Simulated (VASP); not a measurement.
Here is the system:

```
CELL_PARAMETERS angstrom
      0.00000     2.65578     2.65578
      2.65578     0.00000     2.65578
      2.65578     2.65578     0.00000
ATOMIC_POSITIONS crystal
  K  0.00000 0.00000 0.00000
  F  0.50000 0.50000 0.50000
```

Calculation: PBEsol GGA, VASP's PBE PAW potentials (set 64) (plane waves; VASP 6.6.1). Settings: 520 eV cut-off, 9×9×9 Γ-centred mesh, Gaussian smearing of 0.010 eV, potentials K_sv F.

Give the electronic dielectric tensor ε∞ (DFPT, local fields included).

```
2.02  0.00  0.00
0.00  2.02  0.00
0.00  0.00  2.02
```

Give the Born effective charges.

```json
[
 {"atom": "K1", "Z*xx": "1.14", "Z*yy": "1.14", "Z*zz": "1.14", "mean": "1.14"},
 {"atom": "F2", "Z*xx": "-1.14", "Z*yy": "-1.14", "Z*zz": "-1.14", "mean": "-1.14"}
]
```

The compound is KF in the rock salt structure. It was relaxed first.
